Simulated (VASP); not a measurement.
```xyz
2
Lattice="0.0000 2.7315 2.7315 2.7315 0.0000 2.7315 2.7315 2.7315 0.0000" Properties=species:S:1:pos:R:3 pbc="T T T"
Pt     4.0973     4.0973     4.0973
Pt     2.7315     2.7315     2.7315
```

The numbers are results of r2SCAN meta-GGA, VASP's PBE PAW potentials (set 64) (plane waves; VASP 6.6.1), not measurements. Settings: 400 eV cut-off, 10×10×10 Γ-centred mesh, first-order Methfessel-Paxton smearing of 0.10 eV, potentials Pt.

Energy and stress use the plane-wave basis of the starting cell.

Q: The ions, cell shape and volume are relaxed. What does this cell relax into?

A: 
```xyz
2
Lattice="0.0000 2.8566 2.8566 2.8566 0.0000 2.8566 2.8566 2.8566 0.0000" Properties=species:S:1:pos:R:3 pbc="T T T"
Pt     4.2848     4.2848     4.2848
Pt     2.8566     2.8566     2.8566
```
Space group Fd-3m (227), at a tolerance of 0.03 Å.

Q: How do energy and volume change from the first to the last step?

A: The energy (σ→0) changes by -204.0 meV/atom and the volume by +14.4 %, in 5 ionic steps.

The structure was generated: Pt was put into the diamond type (Fd-3m), which need not be its known phase. This run relaxes it. Symmetry was kept, so distortions that lower it aren't found.
